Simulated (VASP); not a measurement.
# CsLiCr2Te2S3 (P4/mmm) in VASP: a series of runs

Runs on CsLiCr2Te2S3. Level: PBE. Tasks: relaxation of cell and atoms.

All numbers are computed with VASP 6.6.1; they aren't measurements. Logs are shortened: lines on timing, memory, paths and dates and some standing lists are left out, and cuts for length are marked.

## Step 1: The crystal as given

It takes space group P4/mmm (No. 123, tetragonal). Conventional cell: a = 5.270 Å, b = 5.270 Å, c = 8.428 Å, α = 90.00°, β = 90.00°, γ = 90.00°. Cs (site symmetry 4/mmm) has 4 Te at 2.63 Å as nearest neighbours. Around Li (site symmetry 4/mmm) lie 2 S at 1.96 Å. Around Cr (site symmetry mmm) lie 2 Li at 2.63 Å. Te (site symmetry mmm) is surrounded by 2 Cs at 2.63 Å and 2 S at 2.63 Å. S (site symmetry 4mm) is surrounded by 1 Li at 1.96 Å and 1 S at 2.25 Å. S (site symmetry 4/mmm) has 2 S at 2.25 Å as nearest neighbours.

The cell was built by a generator and needn't be a form met in nature.

## Step 2: Relaxation of cell and atoms, PBE, collinear spin, ferromagnetic start

INCAR

```
  ALGO = Fast
  EDIFF = 1E-4
  EDIFFG = -0.08
  ENCUT = 520
  GGA = PE
  IBRION = 2
  ISIF = 3
  ISMEAR = 0
  ISPIN = 2
  LASPH = True
  LCHARG = False
  LMAXMIX = 4
  LORBIT = 11
  LREAL = Auto
  LWAVE = False
  MAGMOM = 0 0 3 3 0 0 0 0 0
  NELM = 60
  NSW = 24
  PREC = Normal
  SIGMA = 0.15
```

KPOINTS

```
k-points
0
Gamma
  3 3 2
```

POSCAR

```
CsLiCr2Te2S3
1.0
    5.2699445400      0.0000000000      0.0000000000
    0.0000000000      5.2699445400      0.0000000000
    0.0000000000      0.0000000000      8.4282731000
Cs Li Cr Te S
1 1 2 2 3
Direct
    0.5000000000      0.5000000000      0.5000000000
    0.0000000000      0.0000000000      0.0000000000
    0.0000000000      0.5000000000      0.0000000000
    0.5000000000      0.0000000000      0.0000000000
    0.0000000000      0.5000000000      0.5000000000
    0.5000000000      0.0000000000      0.5000000000
    0.0000000000      0.0000000000      0.2329498100
    0.0000000000      0.0000000000      0.7670501900
    0.0000000000      0.0000000000      0.5000000000
```

Potentials or basis: VASP PAW PBE potentials, release 64 (Cs_sv, Li_sv, Cr_pv, Te, S).

The run is started by

```
> cat potpaw_PBE.64/Cs_sv/POTCAR potpaw_PBE.64/Li_sv/POTCAR potpaw_PBE.64/Cr_pv/POTCAR potpaw_PBE.64/Te/POTCAR potpaw_PBE.64/S/POTCAR > POTCAR
> mpirun -np 1 vasp_std > vasp.out
```

OUTCAR:

```text
EDIFF = 1E-4
   EDIFFG = -0.08
   ENCUT = 520
   GGA = PE
   IBRION = 2
   ISIF = 3
   ISMEAR = 0
   ISPIN = 2
   LASPH = True
   LORBIT = 11
   LREAL = Auto
   NELM = 60
   NSW = 24
   PREC = Normal

 ion  position               nearest neighbor table
   1  0.500  0.500  0.500-   5 2.63   6 2.63   6 2.63   5 2.63
   2  0.000  0.000  0.000-   7 1.96   8 1.96   3 2.63   4 2.63   3 2.63   4 2.63
   3  0.000  0.500  0.000-   2 2.63   2 2.63
   4  0.500  0.000  0.000-   2 2.63   2 2.63
   5  0.000  0.500  0.500-   1 2.63   9 2.63   9 2.63   1 2.63
   6  0.500  0.000  0.500-   1 2.63   9 2.63   1 2.63   9 2.63
   7  0.000  0.000  0.233-   2 1.96   9 2.25
   8  0.000  0.000  0.767-   2 1.96   9 2.25
   9  0.000  0.000  0.500-   7 2.25   8 2.25   5 2.63   6 2.63   5 2.63   6 2.63

  LATTYP: Found a simple tetragonal cell.
 ALAT       =     5.2699445400
 C/A-ratio  =     1.5993096390

  Lattice vectors:

 A1 = (   5.2699445400,   0.0000000000,   0.0000000000)
 A2 = (   0.0000000000,   5.2699445400,   0.0000000000)
 A3 = (   0.0000000000,   0.0000000000,   8.4282731000)

Analysis of symmetry for initial positions (statically):
=====================================================================
 Subroutine PRICEL returns:
 Original cell was already a primitive cell.

 Routine SETGRP: Setting up the symmetry group for a
 simple tetragonal supercell.

 Subroutine GETGRP returns: Found 16 space group operations
 (whereof 16 operations were pure point group operations)
 out of a pool of 16 trial point group operations.

The static configuration has the point symmetry D_4h.

Analysis of symmetry for dynamics (positions and initial velocities):
=====================================================================
 Subroutine PRICEL returns:
 Original cell was already a primitive cell.

 Routine SETGRP: Setting up the symmetry group for a
 simple tetragonal supercell.

 Subroutine GETGRP returns: Found 16 space group operations
 (whereof 16 operations were pure point group operations)
 out of a pool of 16 trial point group operations.

The dynamic configuration has the point symmetry D_4h.

Analysis of structural, dynamic, and magnetic symmetry:
=====================================================================
 Subroutine PRICEL returns:
 Original cell was already a primitive cell.

 Routine SETGRP: Setting up the symmetry group for a
 simple tetragonal supercell.

 Subroutine GETGRP returns: Found 16 space group operations
 (whereof 16 operations were pure point group operations)
[... 110 lines left out ...]
   EMIN   =  10.00;   EMAX   =-10.00  energy-range for DOS
   EFERMI =   0.00;   METHOD = LEGACY
   ISMEAR =     0;   SIGMA  =   0.15  broadening in eV -4-tet -1-fermi 0-gaus
   EFERMI_NEDOS =   21; number of points for ismear=-14 and -15
   IALGO  =     68    algorithm
   IMIX   =      4    mixing-type and parameters
     AMIX     =   0.40;   BMIX     =  1.00
     AMIX_MAG =   1.60;   BMIX_MAG =  1.00
  volume/ion in A,a.u.               =      26.01       175.51
  Fermi-wavevector in a.u.,A,eV,Ry     =   1.073510  2.028639 15.679664  1.152423
  Thomas-Fermi vector in A             =   2.209311
   LORBIT       =     11    0 simple, 1 ext, 2 COOP (PROOUT), +10 PAW based schemes
   GGA     = PE    functional components
   LHFCALC =     F    Hartree Fock is set to
   AEXX    =    0.0000 exact exchange contribution
   IVDW    =     0    specifies the selected vdW correction
   LEPSILON=     F    determine dielectric tensor
   LRPA    =     F    only Hartree local field effects (RPA)
 conjugate gradient relaxation of ions
 spin polarized calculation
 RMM-DIIS sequential band-by-band and
 Gauss-broadening in eV      SIGMA  =   0.15
  energy-cutoff  :      520.00
  volume of cell :      234.07
 maximum number of plane-waves:      6318
   NGX = 19   NGY = 19   NGZ = 31

--------------------------------------- Ionic step        1  -------------------------------------------

 number of electron      66.0000140 magnetization       9.9297654

 number of electron      66.0000141 magnetization      10.2308999

 Free energy of the ion-electron system (eV)
  ---------------------------------------------------
  ext. energy  EPLUGINS =         0.00000000
  ---------------------------------------------------
  free energy    TOTEN  =       -27.24462178 eV

  energy without entropy =      -27.20466586  energy(sigma->0) =      -27.22464382

 E-fermi :   4.5543     XC(G=0):  -8.8116

 val. band max:        4.5044450228   @ k =   0.0000   0.0000   0.5000
 cond. band min:       4.7093054540   @ k =   0.3333   0.0000   0.0000
 fundamental gap:      0.2048604312
 Fermi energy:         4.5543137338

 spin component 1

 k-point     1 :       0.0000    0.0000    0.0000
  band No.  band energies     occupation
      1     -41.2119      1.00000
      2     -39.0197      1.00000
      3     -39.0197      1.00000
      4     -38.9888      1.00000
      5     -38.9888      1.00000
      6     -38.9062      1.00000
[... 836 lines left out ...]
--------------------------------------- Ionic step        8  -------------------------------------------

 number of electron      65.9999568 magnetization      10.0499883

 Free energy of the ion-electron system (eV)
  ---------------------------------------------------
  ext. energy  EPLUGINS =         0.00000000
  ---------------------------------------------------
  free energy    TOTEN  =       -31.73572298 eV

  energy without entropy =      -31.62985957  energy(sigma->0) =      -31.68279128

 E-fermi :   1.6020     XC(G=0):  -7.3815

 val. band max:        1.5984604911   @ k =   0.3333   0.0000   0.5000
 cond. band min:       1.6209000103   @ k =   0.0000   0.0000   0.0000
 fundamental gap:      0.0224395192
 Fermi energy:         1.6019915620

 spin component 1

 k-point     1 :       0.0000    0.0000    0.0000
  band No.  band energies     occupation
      1     -43.7389      1.00000
      2     -41.7908      1.00000
      3     -41.7908      1.00000
      4     -41.7634      1.00000
      5     -41.7634      1.00000
      6     -41.7555      1.00000
[... 568 lines left out ...]
  FREE ENERGIE OF THE ION-ELECTRON SYSTEM (eV)
  ---------------------------------------------------
  free  energy   TOTEN  =       -31.7357229832 eV

  energy  without entropy=      -31.6298595724  energy(sigma->0) =      -31.68279128

 reached required accuracy - stopping structural energy minimisation

 total charge

# of ion       s       p       d       tot
------------------------------------------
    1        1.862   4.579   0.170   6.611
    2        2.037   0.101   0.000   2.138
    3        0.152   6.002   4.268  10.423
    4        0.152   6.002   4.268  10.423
    5        1.419   1.882   0.017   3.317
    6        1.419   1.882   0.017   3.317
    7        1.359   2.298   0.000   3.657
    8        1.359   2.298   0.000   3.657
    9        1.447   2.017   0.000   3.464
--------------------------------------------------
tot         11.207  27.060   8.741  47.008

 magnetization (x)

# of ion       s       p       d       tot
------------------------------------------
    1        0.000   0.002  -0.000   0.002
    2       -0.000   0.002   0.000   0.002
    3        0.102   0.013   4.235   4.350
    4        0.102   0.013   4.235   4.350
    5        0.001   0.004   0.000   0.006
    6        0.001   0.004   0.000   0.006
    7        0.005  -0.089   0.000  -0.084
    8        0.005  -0.089   0.000  -0.084
    9       -0.005  -0.020   0.000  -0.025
--------------------------------------------------
tot          0.211  -0.161   8.471   8.521
```

It took 3.5 min on 1 thread of AMD EPYC 9R45 (Zen 5), shared host; peak memory 0.27 GiB.

These settings aren't checked as converged: the numbers below hold their error.

Results:

```
Free energy                                           : -31.7357 eV
Relaxed volume                                        : 37.15 Å³/atom
Relaxed cell                                          : a = 6.202 Å, b = 6.202 Å, c = 8.691 Å, α = 90.00°, β = 90.00°, γ = 90.00°
Space group after relaxing (to 0.05 Å)                : P4/mmm (No. 123)
Energy gained by relaxing                             : 499.0 meV/atom
Ionic steps                                           : 8
Largest force after relaxing                          : 0.053 eV/Å
Band gap on the k mesh                                : none (metal or under the smearing width)
Net moment                                            : 10.05 μB per cell
Site moments                                          : Cs +0.00; Li +0.00; Cr +4.35; Te +0.01; S -0.08, -0.03 μB
Valence electrons inside the program's atomic spheres : Cs 6.61; Li 2.14; Cr 10.42; Te 3.32; S 3.66, 3.46
```

Caveat: the k mesh is coarse (spacing up to 0.40 Å⁻¹), so the values aren't converged; the cutoff is under 1.25 times the usual one of these potentials, so pressure, stress and relaxed cells hold a basis-set (Pulay) error; the volume moved by over 15 % at a fixed basis, so the end points are rough; only a ferromagnetic start was run, and an antiferromagnetic order may lie lower in energy; the relaxation stopped at a loose force limit of 0.08 eV/Å, so its end isn't a converged minimum.

## Step 3: Relaxation of cell and atoms, PBE, collinear spin, ferromagnetic start

This run uses another cell than the first one, of 29.61 Å³/atom, 1.139 times its volume.

INCAR is that of step 2.

KPOINTS is that of step 2.

POSCAR

```
CsLiCr2Te2S3
1.0
    6.3583452100      0.0000000000      0.0000000000
   -3.1791726100      5.5064884800      0.0000000000
    0.0000000000      0.0000000000      7.6119028600
Cs Li Cr Te S
1 1 2 2 3
Direct
    0.0000000000      0.0000000000      0.0000000000
    0.0000000000      0.0000000000      0.5000000000
    0.3333333300      0.6666666700      0.0000000000
    0.6666666700      0.3333333300      0.0000000000
    0.3333333300      0.6666666700      0.5000000000
    0.6666666700      0.3333333300      0.5000000000
    0.5000000000      0.0000000000      0.0000000000
    0.0000000000      0.5000000000      0.0000000000
    0.5000000000      0.5000000000      0.0000000000
```

Potentials or basis: VASP PAW PBE potentials, release 64 (Cs_sv, Li_sv, Cr_pv, Te, S).

The run is started by

```
> cat potpaw_PBE.64/Cs_sv/POTCAR potpaw_PBE.64/Li_sv/POTCAR potpaw_PBE.64/Cr_pv/POTCAR potpaw_PBE.64/Te/POTCAR potpaw_PBE.64/S/POTCAR > POTCAR
> mpirun -np 1 vasp_std > vasp.out
```

OUTCAR:

```text
EDIFF = 1E-4
   EDIFFG = -0.08
   ENCUT = 520
   GGA = PE
   IBRION = 2
   ISIF = 3
   ISMEAR = 0
   ISPIN = 2
   LASPH = True
   LORBIT = 11
   LREAL = Auto
   NELM = 60
   NSW = 24
   PREC = Normal

 ion  position               nearest neighbor table
   1  0.000  0.000  0.000-
   2  0.000  0.000  0.500-
   3  0.333  0.667  0.000-   8 1.84   7 1.84   9 1.84
   4  0.667  0.333  0.000-   8 1.84   7 1.84   9 1.84
   5  0.333  0.667  0.500-   6 3.67   6 3.67   6 3.67
   6  0.667  0.333  0.500-   5 3.67   5 3.67   5 3.67
   7  0.500  0.000  0.000-   3 1.84   4 1.84
   8  0.000  0.500  0.000-   3 1.84   4 1.84
   9  0.500  0.500  0.000-   3 1.84   4 1.84

  LATTYP: Found a hexagonal cell.
 ALAT       =     6.3583452100
 C/A-ratio  =     1.1971515557

  Lattice vectors:

 A1 = (   6.3583452100,   0.0000000000,   0.0000000000)
 A2 = (  -3.1791726100,   5.5064884800,   0.0000000000)
 A3 = (   0.0000000000,   0.0000000000,   7.6119028600)

Analysis of symmetry for initial positions (statically):
=====================================================================
 Subroutine PRICEL returns:
 Original cell was already a primitive cell.

 Routine SETGRP: Setting up the symmetry group for a
[... 1410 lines left out ...]
     41       9.7017      0.00000
     42       9.7017      0.00000

[... ionic steps 4 to 20 ...]

--------------------------------------- Ionic step       21  -------------------------------------------

 number of electron      66.0000031 magnetization      -1.8317157

------------------------ aborting loop because EDIFF is reached ----------------------------------------
[... 81 lines left out ...]
--------------------------------------- Ionic step       23  -------------------------------------------

 number of electron      65.9999976 magnetization      -1.7593544

 Free energy of the ion-electron system (eV)
  ---------------------------------------------------
  ext. energy  EPLUGINS =         0.00000000
  ---------------------------------------------------
  free energy    TOTEN  =       -41.66907737 eV

  energy without entropy =      -41.59899718  energy(sigma->0) =      -41.63403727

 E-fermi :   3.6165     XC(G=0):  -8.4809

 val. band max:        3.6120704900   @ k =   0.3333  -0.0000   0.0000
 cond. band min:       3.6233673343   @ k =   0.3333  -0.0000   0.5000
 fundamental gap:      0.0112968443
 Fermi energy:         3.6165034530
[... 579 lines left out ...]
  FREE ENERGIE OF THE ION-ELECTRON SYSTEM (eV)
  ---------------------------------------------------
  free  energy   TOTEN  =       -41.6690773696 eV

  energy  without entropy=      -41.5989971780  energy(sigma->0) =      -41.63403727

 reached required accuracy - stopping structural energy minimisation

 total charge

# of ion       s       p       d       tot
------------------------------------------
    1        1.833   4.686   0.050   6.569
    2        2.002   0.015   0.000   2.017
    3        0.347   6.374   4.367  11.088
    4        0.347   6.374   4.367  11.088
    5        1.395   1.852   0.019   3.266
    6        1.395   1.852   0.019   3.266
    7        1.349   2.398   0.000   3.747
    8        1.349   2.398   0.000   3.747
    9        1.349   2.398   0.000   3.747
--------------------------------------------------
tot         11.368  28.347   8.820  48.535

 magnetization (x)

# of ion       s       p       d       tot
------------------------------------------
    1       -0.000   0.000  -0.002  -0.001
    2       -0.003  -0.001   0.000  -0.004
    3       -0.025  -0.013  -1.023  -1.062
    4       -0.025  -0.013  -1.023  -1.062
    5       -0.011   0.113  -0.005   0.097
    6       -0.011   0.113  -0.005   0.097
    7        0.004   0.062   0.000   0.066
    8        0.004   0.062   0.000   0.066
    9        0.004   0.062   0.000   0.066
--------------------------------------------------
tot         -0.065   0.385  -2.058  -1.737
```

OSZICAR:

```text
N       E                     dE             d eps       ncg     rms          rms(c)
DAV:   1     0.604108051321E+03    0.60411E+03   -0.30867E+04  1120   0.140E+03
DAV:   2     0.286908300591E+02   -0.57542E+03   -0.55154E+03  1164   0.342E+02
DAV:   3    -0.351042228381E+02   -0.63795E+02   -0.62457E+02  1396   0.112E+02
DAV:   4    -0.376812288267E+02   -0.25770E+01   -0.25531E+01  1310   0.211E+01
[... 460 lines left out ...]
RMM:   6    -0.416691920401E+02   -0.54867E-03   -0.17420E-02  1128   0.478E-01    0.521E-01
RMM:   7    -0.416691215386E+02    0.70501E-04   -0.24487E-03  1066   0.215E-01    0.427E-01
RMM:   8    -0.416692730682E+02   -0.15153E-03   -0.16932E-03  1015   0.190E-01    0.169E-01
RMM:   9    -0.416691315524E+02    0.14152E-03   -0.75485E-04   898   0.120E-01    0.151E-01
RMM:  10    -0.416690773696E+02    0.54183E-04   -0.47876E-04   828   0.765E-02
  23 F= -.41669077E+02 E0= -.41634037E+02  d E =-.829601E-02  mag=    -1.7594
```

CONTCAR:

```text
CsLiCr2Te2S3
   1.00000000000000
     7.1800937301433843   -0.0000000002832523   -0.0000000000000000
    -3.5900468709631927    6.2181435745875469    0.0000000000000000
    -0.0000000000000000    0.0000000000000000    5.8260926696118371
  Cs              Li              Cr              Te              S
     1     1     2     2     3
Direct
     0.0000000000000000    0.0000000000000000    0.0000000000000000
     0.0000000000000000    0.0000000000000000    0.5000000000000000
     0.3333333300000021    0.6666666699999979    0.0000000000000000
     0.6666666699999979    0.3333333300000021    0.0000000000000000
     0.3333333300000021    0.6666666699999979    0.5000000000000000
     0.6666666699999979    0.3333333300000021    0.5000000000000000
     0.5000000000000000    0.0000000000000000    0.0000000000000000
     0.0000000000000000    0.5000000000000000    0.0000000000000000
     0.5000000000000000    0.5000000000000000    0.0000000000000000

  0.00000000E+00  0.00000000E+00  0.00000000E+00
  0.00000000E+00  0.00000000E+00  0.00000000E+00
  0.00000000E+00  0.00000000E+00  0.00000000E+00
  0.00000000E+00  0.00000000E+00  0.00000000E+00
  0.00000000E+00  0.00000000E+00  0.00000000E+00
  0.00000000E+00  0.00000000E+00  0.00000000E+00
  0.00000000E+00  0.00000000E+00  0.00000000E+00
  0.00000000E+00  0.00000000E+00  0.00000000E+00
  0.00000000E+00  0.00000000E+00  0.00000000E+00
```

Wall time 19 min (1 thread of AMD EPYC 9R45 (Zen 5), shared host); peak memory 0.32 GiB.

These settings aren't checked as converged: the numbers below hold their error.

Results:

| Property | Result |
| --- | --- |
| Free energy | -41.6691 eV |
| Relaxed volume | 28.90 Å³/atom |
| Relaxed cell | a = 7.180 Å, b = 7.180 Å, c = 5.826 Å, α = 90.00°, β = 90.00°, γ = 120.00° |
| Space group after relaxing (to 0.05 Å) | P6/mmm (No. 191) |
| Energy gained by relaxing | 713.1 meV/atom |
| Ionic steps | 23 |
| Band gap on the k mesh | none (metal or under the smearing width) |
| Net moment | -1.76 μB per cell |
| Site moments | Cs -0.00; Li -0.00; Cr -1.06; Te +0.10; S +0.07 μB |
| Valence electrons inside the program's atomic spheres | Cs 6.57; Li 2.02; Cr 11.09; Te 3.27; S 3.75 |

Caveat: the k mesh is coarse (spacing up to 0.41 Å⁻¹), so the values aren't converged; the cutoff is under 1.25 times the usual one of these potentials, so pressure, stress and relaxed cells hold a basis-set (Pulay) error; only a ferromagnetic start was run, and an antiferromagnetic order may lie lower in energy; the relaxation stopped at a loose force limit of 0.08 eV/Å, so its end isn't a converged minimum.
